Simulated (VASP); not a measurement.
All values below come from PBEsol GGA, VASP's PBE PAW potentials (set 64) (plane waves; VASP).

The input files of a VASP run:

POSCAR:
```
HgTe
1.0
  0.0000000000   3.2577021710   3.2577021710
  3.2577021710   0.0000000000   3.2577021710
  3.2577021710   3.2577021710   0.0000000000
Hg Te
1 1
direct
  0.0000000000   0.0000000000   0.0000000000
  0.2500000000   0.2500000000   0.2500000000
```

KPOINTS:
```
Automatic mesh
0
Gamma
9 9 9
0 0 0
```

INCAR:
```
# general
SYSTEM =HgTe
PREC   =Accurate
ENCUT  =400
LREAL  =F
LASPH  =T

# electronic loop
EDIFF  =1E-8
NELM   =100
ALGO   =Normal
LMAXMIX=6

# smearing
ISMEAR =1
SIGMA  =0.1

# functional
GGA    =PS

# ions
IBRION =1
NSW    =30
ISIF   =2
EDIFFG =-0.001

# output
LWAVE  =F
LCHARG =F
```

POTCAR, in this order: Hg Te (PBE.64 set). Program: vasp_std.

Output

**OSZICAR**
```
       N       E                     dE             d eps       ncg     rms          rms(c)
DAV:   1     0.922116748932E+02    0.92212E+02   -0.71010E+03   910   0.966E+02
DAV:   2    -0.906777317191E+00   -0.93118E+02   -0.88881E+02  1055   0.244E+02
DAV:   3    -0.457250968895E+01   -0.36657E+01   -0.36553E+01  1070   0.506E+01
DAV:   4    -0.460757028877E+01   -0.35061E-01   -0.35058E-01  1282   0.461E+00
DAV:   5    -0.460771133410E+01   -0.14105E-03   -0.14104E-03  1080   0.230E-01    0.755E+00
DAV:   6    -0.438797215324E+01    0.21974E+00   -0.54521E-01  1040   0.110E+01    0.605E+00
DAV:   7    -0.437837006870E+01    0.96021E-02   -0.11019E-01  1015   0.262E+00    0.226E+00
DAV:   8    -0.437641300885E+01    0.19571E-02   -0.11021E-02   915   0.142E+00    0.628E-01
DAV:   9    -0.437616822672E+01    0.24478E-03   -0.83267E-04  1085   0.358E-01    0.127E-01
DAV:  10    -0.437617597079E+01   -0.77441E-05   -0.83582E-05  1042   0.964E-02    0.538E-02
DAV:  11    -0.437618286580E+01   -0.68950E-05   -0.23240E-05  1000   0.449E-02    0.298E-02
DAV:  12    -0.437618163997E+01    0.12258E-05   -0.40419E-06  1040   0.193E-02    0.148E-02
DAV:  13    -0.437618163035E+01    0.96134E-08   -0.28380E-07  1025   0.393E-03    0.906E-03
DAV:  14    -0.437618152845E+01    0.10190E-06   -0.17073E-07  1030   0.495E-03    0.448E-04
DAV:  15    -0.437618152911E+01   -0.65734E-09   -0.31902E-08  1070   0.107E-03
   1 F= -.43761815E+01 E0= -.43762715E+01  d E =-.437618E+01
```

File OUTCAR:
```
------------------------ aborting loop because EDIFF is reached ----------------------------------------
  FORCE on cell =-STRESS in cart. coord.  units (eV):
  Direction    XX          YY          ZZ          XY          YZ          ZX
  --------------------------------------------------------------------------------------
  Total       -0.0029090     -0.0029090     -0.0029090     -0.0000000      0.0000000      0.0000000
  in kB       -0.0674038     -0.0674038     -0.0674038     -0.0000000      0.0000000      0.0000000
  external PRESSURE =      -0.0674038 kB  Pullay stress =       0.0000000 kB
  volume of cell :       69.15
      direct lattice vectors                 reciprocal lattice vectors
     0.000000000  3.257702171  3.257702171    -0.153482416  0.153482416  0.153482416
     3.257702171  0.000000000  3.257702171     0.153482416 -0.153482416  0.153482416
     3.257702171  3.257702171  0.000000000     0.153482416  0.153482416 -0.153482416
 POSITION                                       TOTAL-FORCE (eV/Angst)
 -----------------------------------------------------------------------------------
      0.00000      0.00000      0.00000         0.000000      0.000000      0.000000
      1.62885      1.62885      1.62885        -0.000000     -0.000000     -0.000000
 -----------------------------------------------------------------------------------
    total drift:                                0.000000      0.000000      0.000000
  FREE ENERGIE OF THE ION-ELECTRON SYSTEM (eV)
  ---------------------------------------------------
  free  energy   TOTEN  =        -4.3761815291 eV

  energy  without entropy=       -4.3764513777  energy(sigma->0) =       -4.37627148

 reached required accuracy - stopping structural energy minimisation
```
(Selected blocks of OUTCAR.)

The compound is HgTe in the zinc blende structure. It was relaxed first. The start is the result of an earlier pass.
